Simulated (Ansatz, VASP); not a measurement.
# Li3SI in two plane-wave programs

One calculation is typed for both programs; each brings its own data sets. How far apart do they land? The cell is generated by rule, not measured, and may not be a known phase. The cell is taken from a series of runs on this material, whose earlier steps may have relaxed, scaled, displaced or heated it; both programs get it as it stands.

Main program and level: Ansatz 0.2.0; plane waves, with VASP 6.6.1 beside it; dielectric response at PBE.

The structure was built from a prototype and need not be the compound's stable phase.

## Step 1: The starting structure

The structure is cubic, space group Pm-3m (No. 221). The conventional cell has a = 4.737 Å, b = 4.737 Å, c = 4.737 Å, α = 90.00°, β = 90.00°, γ = 90.00°. Nearest to I lie 12 Li at 3.35 Å. S has 6 Li at 2.37 Å nearest. Li has 2 S at 2.37 Å and 4 I at 3.35 Å and 8 Li at 3.35 Å nearest. It derives from I1Li3S1. Farther neighbours and most contacts between anions are not listed.

## Step 2: Ansatz: dielectric response, PBE

Ansatz runs on its default PAW (the set named soft_2) files.

The response to a field tests empty states and converges slowly with the mesh.

The input, input.yaml:

```yaml
crystal:
  lattice:
    - [4.7368166536, 0.0, 0.0]
    - [0.0, 4.7368166536, 0.0]
    - [0.0, 0.0, 4.7368166536]
  atoms:
    - { symbol: I, position: [0.0, 0.0, 0.0] }
    - { symbol: S, position: [0.5, 0.5, 0.5] }
    - { symbol: Li, position: [0.5, 0.5, 0.0] }
    - { symbol: Li, position: [0.5, 0.0, 0.5] }
    - { symbol: Li, position: [0.0, 0.5, 0.5] }
kpoints:
  mp_grid: { grid: [4, 4, 4] }
hamiltonian:
  xc: pbe
scf:
  occupations: { method: fixed }
dielectric: {}
```

On the command line:

```bash
> ansatz run input.yaml --threads 4 --pin off --max-ram 17510MiB --backend cpu --events-out ev --progress --plain --runs-dir out
```

Numbers of over 12 decimals in the logs are rounded to 6 here.

Output:

```text
Engine: ansatz 0.2.0, aarch64-unknown-linux-gnu
Pseudopotentials: kind: paw
Pseudopotential: I, paw, valence charge 17, recommended cutoff 420 eV (normal), I.paw.azcp
Pseudopotential: S, paw, valence charge 6, recommended cutoff 420 eV (normal), S.paw.azcp
Pseudopotential: Li, paw, valence charge 3, recommended cutoff 420 eV (normal), Li.paw.azcp
Functional definition: PBE
  parameter kappa = 0.804
  parameter beta = 0.066725
  exchange = pbe_x(kappa = kappa, mu = beta*pi^2/3)
  correlation = pbe_c(beta = beta)
Crystal: 5 atoms, lattice volume = 106.282 Å³
Basis set: ecut = 420 eV, 2103 PW (Γ), exchange–correlation on 64×64×64 points (8 copies of the dense FFT grid, shifted against one another)
Bands: 21, of which v1, the nominal top of the filled ones, is band 16 counted from 1 (15 counted from 0)
Symmetry: 48 space group operations
k-points: 18 of 64 (irreducible under 8 space group operations, time reversal used)
Non-local potential: I, projectors of the file, l = 0: 2, l = 1: 2, l = 2: 2, l = 3: 2
Non-local potential: S, projectors of the file, l = 0: 2, l = 1: 2, l = 2: 2
Non-local potential: Li, projectors of the file, l = 0: 3, l = 1: 2, l = 2: 1
PAW form: soft (Blöchl's): semilocal exchange-correlation on the pseudo side does not see the compensation charge
PAW one-centre angular grid: I, 590 points (default); XC on 64 Gauss nodes
PAW one-centre angular grid: S, 110 points (default); XC on 64 Gauss nodes
PAW one-centre angular grid: Li, 110 points (default); XC on 64 Gauss nodes
Initial density: superposition of atomic densities (neutral atoms: chi_scale 0, normalization atom), corrected by the library's trained network
Initial wavefunctions: pseudopotential atomic-orbital guess
Functional: x = pbe(κ = 0.804, μ = 0.219515), c = pbe(β = 0.066725)
SCF iter   1: F=—  HF=-9035.229383 eV  |F-HF|=—  |Δ(HF+E_count)|=         —  Δρ=4.74e-4  dr2=1.93e-4  ethr=1.77e-3  ⟨swp⟩=5.4  Hψ=1644  notcnv=0  defer=46
preconditioner: auto → Resta (q_TF=auto, 2.234 Å⁻¹)  ε∞=3.2  [insulator: Δε(μ)=3.517 eV  Ē_g=9.662 eV  n_scr=18 (ndim 8)  ℏωp=14.4 eV  f_vac=0.000  ε∞_Penn≈3.2]
SCF iter   2: F=—  HF=-9035.228481 eV  |F-HF|=—  |Δ(HF+E_count)|=   9.01e-4  Δρ=2.79e-4  dr2=7.40e-5  ethr=6.03e-7  ⟨swp⟩=2.6  Hψ=864  notcnv=0  defer=52
SCF iter   3: F=—  HF=-9035.228530 eV  |F-HF|=—  |Δ(HF+E_count)|=   4.88e-5  Δρ=1.54e-4  dr2=2.25e-5  ethr=2.31e-7  ⟨swp⟩=2.2  Hψ=542  notcnv=0  defer=48
SCF iter   4: F=—  HF=-9035.228575 eV  |F-HF|=—  |Δ(HF+E_count)|=   4.47e-5  Δρ=4.04e-5  dr2=1.59e-6  ethr=7.02e-8  ⟨swp⟩=2.0  Hψ=615  notcnv=0  defer=51
SCF iter   5: F=—  HF=-9035.228578 eV  |F-HF|=—  |Δ(HF+E_count)|=   2.62e-6  Δρ=9.12e-6  dr2=8.06e-8  ethr=4.97e-9  ⟨swp⟩=2.0  Hψ=594  notcnv=0  defer=33
SCF iter   6: F=—  HF=-9035.228578 eV  |F-HF|=—  |Δ(HF+E_count)|=   3.23e-8  Δρ=1.92e-6  dr2=4.81e-9  ethr=2.52e-10  ⟨swp⟩=2.0  Hψ=591  notcnv=0  defer=33
SCF iter   7: F=-9035.228578 eV  HF=-9035.228578 eV  |F-HF|=4.37e-11  |Δ(HF+E_count)|=  7.51e-10  Δρ=2.45e-7  dr2=7.25e-11  ethr=1.00e-12  ⟨swp⟩=8.8  Hψ=1997  notcnv=0
SCF 1 converged in 7 iterations: F = -9035.228578 eV  dr2 = 7.25e-11
  greatest PAW one-centre occupation: 1.000 electrons in one spin orbital (limit 2), on the Li atom at site 2 (counted from 0), in its partial waves of l = 0
DFPT response loops at Γ: preconditioner auto → none (the input reference at scf.mixing.eps_inf says where Resta's filter doesn't serve); β = 0.50; Broyden in place of MSR1
── the response to a field inside a basis, on 6×6×6 k-points: an SCF that follows is theirs, and a resumed run solves both again ──
Bands: 17, of which v1, the nominal top of the filled ones, is band 16 counted from 1 (15 counted from 0)
k-points: 10 of 216
Initial density: handed on by an earlier stage of this run
Initial wavefunctions: pseudopotential atomic-orbital guess (no wavefunctions were taken with the density)
Eigensolver: Dense (10 Hₖ)
SCF iter   1: F=—  HF=-9035.225462 eV  |F-HF|=—  |Δ(HF+E_count)|=         —  Δρ=8.52e-5  dr2=3.74e-6  ethr=1.00e-1
preconditioner: auto → Resta (q_TF=auto, 2.234 Å⁻¹)  ε∞=4.0  [insulator: Δε(μ)=3.951 eV  Ē_g=8.354 eV  n_scr=18 (ndim 8)  ℏωp=14.4 eV  f_vac=0.000  ε∞_Penn≈4.0]
SCF iter   2: F=—  HF=-9035.225464 eV  |F-HF|=—  |Δ(HF+E_count)|=   2.05e-6  Δρ=4.38e-5  dr2=8.65e-7  ethr=1.17e-8
SCF iter   3: F=-9035.225465 eV  HF=-9035.225465 eV  |F-HF|=4.01e-8  |Δ(HF+E_count)|=   1.10e-6  Δρ=8.47e-6  dr2=6.20e-8  ethr=2.70e-9
SCF 1 converged in 3 iterations: F = -9035.225465 eV  dr2 = 6.20e-8
  greatest PAW one-centre occupation: 1.000 electrons in one spin orbital (limit 2), on the Li atom at site 4 (counted from 0), in its partial waves of l = 0
DFPT response loops at Γ: mixed as the last ones told, above
SCF converged after 7 iterations
Free energy (F): -9035.228578 eV
Harris-Foulkes:  -9035.228578 eV  (|F-HF|=4.37e-11)
Internal energy: -9035.228578 eV  (E = F + TS)
E sigma→0 (E₀):  -9035.228578 eV
Fermi energy:    3.020119 eV
--- Per-component energies (eV) ---
  E_band       = -667.873233
  E_kinetic    = 362.269988
  E_local      = -2642.765556  (includes V_loc(G=0)·N_el)
  E_nonlocal   = -161.699601
  E_hartree    = 1247.174093
  E_xc         = -258.731793
  E_vxc        = -259.303828  (∫ρ·V_xc dr)
  E_paw        = -5480.280313  (= ΣΔE_a)
  E_vpaw       = -460.722375  (= ΣTr[D̂ρ^β])
  E_aug_tail   = 0.000141  (compensation charges beyond the density's cutoff)
  E_ewald      = -2101.195537
  E_smearing   = -0.000000  (= −TS)
  E_closure    = -0.000000  (closes the sum)
  Σ components = -9035.228578   (vs F -9035.228578, Δ=0.00e0)
--- Band table (eV; the first three rows and the last of 18) ---
  k-point 0: bands = [... 12 lower, 0.9293, 2.7987, 2.7987, 2.7987, 6.7465, 7.7680, 7.7680, 11.3685, ... 1 higher]
  k-point 1: bands = [... 12 lower, 1.1789, 2.1601, 2.5188, 2.5188, 7.6730, 7.8664, 8.9158, 10.0986, ... 1 higher]
  k-point 2: bands = [... 12 lower, 1.7451, 1.7451, 1.9130, 1.9130, 7.9866, 8.7365, 10.1041, 10.1041, ... 1 higher]
  k-point 17: bands = [... 12 lower, 0.8936, 1.8093, 1.8093, 1.8093, 9.7189, 9.7189, 9.7189, 10.1704, ... 1 higher]
--- Dielectric response (ions clamped): 3 representative field directions + reference, inside a basis on a mesh of 216 k-points (Σ response iterations 15) ---
  ε∞ (high-frequency dielectric tensor):
        4.180000     0.000000     0.000000
        0.000000     4.180000     0.000000
        0.000000     0.000000     4.180000
  Born effective charges Z* (e; rows j = field, columns β = displacement):
    site 0:
        -1.49814   -0.00000    0.00000
        -0.00000   -1.49814    0.00000
         0.00000   -0.00000   -1.49814
    site 1:
        -2.05272    0.00000    0.00000
         0.00000   -2.05272    0.00000
         0.00000    0.00000   -2.05272
    site 2:
         1.16295    0.00000    0.00000
        -0.00000    1.16295    0.00000
         0.00000    0.00000    1.22497
    site 3:
         1.16295   -0.00000    0.00000
        -0.00000    1.22497    0.00000
         0.00000    0.00000    1.16295
    site 4:
         1.22497    0.00000    0.00000
         0.00000    1.16295    0.00000
         0.00000    0.00000    1.16295
  Z* charge neutrality: 6.100e-4 e pre-enforcement
  solved inside a basis spanned on kpoints, on 6×6×6 k-points, its susceptibility summed on 8×8×8: ε∞ is read to err by 1.0e-2, Z* by 1.8e-2 e (field_mesh: kpoints solves on kpoints); Z* is corrected for what the basis lacks
```

In the SCF lines HF is the Harris–Foulkes energy and dr2 the Hartree energy of the density residual, in eV; the loop may stop once dr2 is under the threshold and the program's other checks hold. Hψ counts applications of the Hamiltonian.

(Continued in part 2 of 2.)

[Lines on the potential files, build, host, timing and source positions are cut from VASP's logs without a mark.]

[Logs are printed without paths, hosts, clocks, repeated set-up lines and the standing remarks that a program may print on its own settings, such as how far it seeks lower states.]

[Hosts, paths, dates, database ids (printed as entryN), source tags and the programs' standing remarks are cut or masked in the printed files.]
